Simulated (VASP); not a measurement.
**Al2Au (Fm-3m) under uniaxial stress along [001]**

How do stress and energy of Al2Au follow uniaxial stress along [001]?

Program: VASP 6.6.1. Level of theory: PBEsol; plane waves and PAW (Au, Al); cell typed or built by script, in the first sound run; inputs show where later runs differ. Results are calculated unless marked as measured.

## Step 1: Starting point

It takes space group Fm-3m (No. 225, cubic). Conventional cell: a = 6.000 Å, b = 6.000 Å, c = 6.000 Å, α = 90.00°, β = 90.00°, γ = 90.00°. Nearest to Au lie 8 Al at 2.60 Å. Nearest to Al lie 4 Au at 2.60 Å. Farther neighbours are not listed.

## Step 2: Relax the crystal, PBEsol

The series starts from the cell that this level prefers, so that zero strain is near zero stress.

Level: PBEsol; plane waves and PAW (Au, Al); cell typed or built by script.

INCAR

```
SYSTEM = Al2Au
PREC = Accurate
ENCUT = 450
EDIFF = 1E-07
NELM = 120
ISMEAR = 1
SIGMA = 0.15
LREAL = .FALSE.
ALGO = Normal
GGA = PS
NBANDS = 14
LASPH = .TRUE.
LORBIT = 11
LWAVE = .FALSE.
LCHARG = .FALSE.
KPAR = 8
IBRION = 2
NSW = 40
ISIF = 3
EDIFFG = -0.005
POTIM = 0.4
```

POSCAR

```
Al2Au
1.0
    0.0000000000      3.0000000000      3.0000000000
    3.0000000000      0.0000000000      3.0000000000
    3.0000000000      3.0000000000      0.0000000000
Au Al
1 2
Direct
    0.0000000000      0.0000000000      0.0000000000
    0.2500000000      0.2500000000      0.2500000000
    0.7500000000      0.7500000000      0.7500000000
```

KPOINTS

```
Automatic mesh
0
Gamma
14 14 14
0 0 0
```

PAW data sets: Au and Al (PBE family, release 64).

On the command line:

```
> mpirun -np 8 vasp_std
```

What it wrote:

```text
[banner, memory and clock lines left out]
running    8 mpi-ranks, on    1 nodes
[...]
|                                                                             |
|           W    W    AA    RRRRR   N    N  II  N    N   GGGG   !!!           |
|           W    W   A  A   R    R  NN   N  II  NN   N  G    G  !!!           |
|           W    W  A    A  R    R  N N  N  II  N N  N  G       !!!           |
|           W WW W  AAAAAA  RRRRR   N  N N  II  N  N N  G  GGG   !            |
|           WW  WW  A    A  R   R   N   NN  II  N   NN  G    G                |
|           W    W  A    A  R    R  N    N  II  N    N   GGGG   !!!           |
|                                                                             |
|     For optimal performance we recommend to set                             |
|       NCORE = 2 up to number-of-cores-per-socket                            |
|     NCORE specifies how many cores store one orbital (NPAR=cpu/NCORE).      |
|     This setting can greatly improve the performance of VASP for DFT.       |
[...]
DAV:   1    -0.134755448290E+02   -0.11312E-03   -0.14737E-03  3392   0.393E-01    0.693E-02
DAV:   2    -0.134754352391E+02    0.10959E-03   -0.39438E-04  3404   0.226E-01    0.216E-02
DAV:   3    -0.134754326648E+02    0.25744E-05   -0.88980E-06  3140   0.276E-02    0.114E-02
DAV:   4    -0.134754310959E+02    0.15688E-05   -0.23908E-06  3338   0.819E-03    0.196E-03
DAV:   5    -0.134754310208E+02    0.75169E-07   -0.25076E-07  2812   0.550E-03
   2 F= -.13475431E+02 E0= -.13475263E+02  d E =0.655849E-06
 trial-energy change:    0.000001  1 .order   -0.000002   -0.000016    0.000013
 step:   0.4418(harm=  0.5527)  dis= 0.00000  next Energy=   -13.475435 (dE=-0.341E-05)
[...]
N       E                     dE             d eps       ncg     rms          rms(c)
DAV:   1    -0.134754691532E+02   -0.38057E-04   -0.45808E-04  3386   0.219E-01    0.385E-02
DAV:   2    -0.134754346491E+02    0.34504E-04   -0.12345E-04  3356   0.126E-01    0.122E-02
DAV:   3    -0.134754342769E+02    0.37223E-06   -0.27850E-06  3122   0.155E-02    0.645E-03
DAV:   4    -0.134754343329E+02   -0.56011E-07   -0.74803E-07  3260   0.459E-03
   3 F= -.13475434E+02 E0= -.13475265E+02  d E =-.265626E-05
[...]
reached required accuracy - stopping structural energy minimisation
```

Wall time 15 s (8 MPI ranks of Intel Xeon Platinum 8488C (Sapphire Rapids), shared host); peak memory 1.8 GiB; 1.8 min of CPU time.

The logs omit lines about the potential files and the build; timing stands in the text.

From OUTCAR (step 2):

```text
  Total       -0.0019486     -0.0019486     -0.0019486      0.0000000      0.0000000      0.0000000
  in kB       -0.0577940     -0.0577940     -0.0577940      0.0000000      0.0000000      0.0000000
  external PRESSURE =      -0.0577940 kB  Pullay stress =       0.0000000 kB

 POSITION                                       TOTAL-FORCE (eV/Angst)
 -----------------------------------------------------------------------------------
      0.00000      0.00000      0.00000         0.000000      0.000000      0.000000
      1.50018      1.50018      1.50018         0.000000      0.000000      0.000000
      4.50053      4.50053      4.50053        -0.000000     -0.000000     -0.000000
 -----------------------------------------------------------------------------------
    total drift:                                0.000000     -0.000000     -0.000000

  FREE ENERGIE OF THE ION-ELECTRON SYSTEM (eV)
  ---------------------------------------------------
  free  energy   TOTEN  =       -13.4754343329 eV

  energy  without entropy=      -13.4749252124  energy(sigma->0) =      -13.47526463

 reached required accuracy - stopping structural energy minimisation

[... 3 further parts left out ...]
[key lines of the parts left out:]
E-fermi :   7.6847
```

Numbers from this step:

```
energy(sigma→0) of the program : -13.4753 eV
stress, compression positive   : xx, yy, zz -0.01, -0.01, -0.01 GPa
volume                         : 54.019 Å³
ionic steps                    : 3
```

## Step 3: Strain across the axis, PBEsol

One member in full: the axis is strained by -2 %, and the two directions across it are strained alike until their mean stress is under 0.012 GPa or five steps are spent.

This step took 3 runs, each at a new trial strain with the atoms of the one before; the last is shown.

Level: PBEsol; plane waves and PAW (Au, Al); cell typed or built by script.

Changes to INCAR since step 2:

```diff
@@ -15,7 +15,7 @@
 LCHARG = .FALSE.
-KPAR = 8
-IBRION = 2
-NSW = 40
-ISIF = 3
-EDIFFG = -0.005
-POTIM = 0.4
+KPAR = 2
+IBRION = 1
+NSW = 25
+ISIF = 2
+EDIFFG = -0.004
+POTIM = 0.3
```

POSCAR

```
Al2Au
1.0
    0.0000000000      3.0238084370      2.9403433040
    3.0238084370      0.0000000000      2.9403433040
    3.0238084370      3.0238084370      0.0000000000
Au Al
1 2
Direct
    0.0000000000      0.0000000000      0.0000000000
    0.2500000000      0.2500000000      0.2500000000
    0.7500000000      0.7500000000      0.7500000000
```

KPOINTS is that of step 2.

On the command line:

```
> mpirun -np 2 vasp_std
```

What it wrote:

```text
[banner, memory and clock lines left out]
running    2 mpi-ranks, on    1 nodes
[...]
[... a notice as in an earlier step ...]

 LDA part: xc-table for (Slater+PW92), standard interpolation
 POSCAR, INCAR and KPOINTS ok, starting setup
[...]
entering main loop
       N       E                     dE             d eps       ncg     rms          rms(c)
DAV:   1     0.494936008883E+02    0.49494E+02   -0.64863E+03  7096   0.892E+02
DAV:   2    -0.135127782897E+02   -0.63006E+02   -0.57842E+02  8086   0.174E+02
DAV:   3    -0.148542582001E+02   -0.13415E+01   -0.13341E+01  8874   0.248E+01
DAV:   4    -0.148643023685E+02   -0.10044E-01   -0.10043E-01  7918   0.251E+00
[...]
DAV:  10    -0.134701125378E+02   -0.59900E-04   -0.15374E-04  8116   0.971E-02    0.381E-02
DAV:  11    -0.134701054898E+02    0.70480E-05   -0.75853E-06  8728   0.226E-02    0.132E-02
DAV:  12    -0.134701054432E+02    0.46592E-07   -0.88078E-07  7762   0.695E-03
   1 F= -.13470105E+02 E0= -.13469984E+02  d E =-.134701E+02
 BRION: g(F)=  0.410E-46 g(S)=  0.000E+00
 reached required accuracy - stopping structural energy minimisation
```

Run time: 45 s. Hardware: 2 MPI ranks; peak memory 0.55 GiB; 88 s of CPU time.

From OUTCAR (step 3):

```text
  Total        0.0000693      0.0000693      0.5494355      0.0000000     -0.0000000     -0.0000000
  in kB        0.0020654      0.0020654     16.3715847      0.0000000     -0.0000000     -0.0000000
  external PRESSURE =       5.4585718 kB  Pullay stress =       0.0000000 kB

 POSITION                                       TOTAL-FORCE (eV/Angst)
 -----------------------------------------------------------------------------------
      0.00000      0.00000      0.00000        -0.000000      0.000000      0.000000
      1.51190      1.51190      1.47017         0.000000      0.000000     -0.000000
      4.53571      4.53571      4.41051        -0.000000     -0.000000      0.000000
 -----------------------------------------------------------------------------------
    total drift:                                0.000000     -0.000000     -0.000000

  FREE ENERGIE OF THE ION-ELECTRON SYSTEM (eV)
  ---------------------------------------------------
  free  energy   TOTEN  =       -13.4701054432 eV

  energy  without entropy=      -13.4697399376  energy(sigma->0) =      -13.46998361

[... 1 part as in an earlier step ...]

[... 3 further parts left out ...]
[key lines of the parts left out:]
E-fermi :   7.7406
```

Numbers from this step:

| Quantity | Value |
| --- | --- |
| energy(sigma→0) of the program | -13.4700 eV |
| stress, compression positive | xx, yy, zz 0.00, 0.00, 1.64 GPa |
| ionic steps | 1 |

## Step 4: The whole series

The other members went through these steps as far as the tables show, with the same cutoff and, step by step, the same mesh; 25 runs are not shown. The session took 0.68 core hours (wall time by ranks) on a shared machine.

```tsv
strain along the axis (%)	strain across the axis (%)	stress along the axis, tension positive (GPa)	energy above the unstrained row, extrapolated to no smearing (meV/atom)
-2.000	0.782	-1.637	1.761
-1.500	0.592	-1.186	0.959
-1.000	0.400	-0.764	0.415
-0.500	0.205	-0.373	0.102
0	0.007	-0.006	0.000
0.500	-0.190	0.351	0.093
1.000	-0.388	?	?
1.500	-0.584	1.059	0.874
2.000	-0.779	1.413	1.570
```

## Step 5: A fit to the known rows

A least-squares parabola through the 8 rows shown, with e the strain in %: stress = − 0.02766 e² + 0.7547 e − 2.59e-5 (GPa), r.m.s. residual 0.014 GPa.

For the withheld row, e = 1, the fit gives 0.727 GPa.

## Step 6: Checking the prediction

The calculation gives 0.704 GPa, so the prediction is 0.023 GPa too high, within twice the residual of the fit.

Slopes at zero strain, from cubics through all rows: strain ratio -0.395, stress over strain 73 GPa.

## Step 7: What came out

| Quantity | Value |
| --- | --- |
| error of the predicted stress | 0.023 GPa |
| Poisson ratio | 0.395 |
| Young's modulus along the axis | 73 GPa |

In words: As a check, the curvature of the energy gives 70 GPa for the same modulus (energy per volume = E/2 × strain²), 3 % from the slope of the stress; these energies are extrapolated to no smearing, while the stress belongs to the free energy, so part of the difference may come from that. These are static values: temperature and zero-point motion are left out. In a metal the slopes also depend on mesh and smearing, which were held through the series.

[Lines on the potential files, build, host, timing and source positions are cut from VASP's logs without a mark.]

[Logs are printed without paths, hosts, clocks, repeated set-up lines and the standing remarks that a program may print on its own settings, such as how far it seeks lower states.]

[Hosts, paths, dates, database ids (printed as entryN), source tags and the programs' standing remarks are cut or masked in the printed files.]

[In band tables of VASP the shares of atoms and orbitals are scaled to a sum of 1 inside the atoms' spheres.]
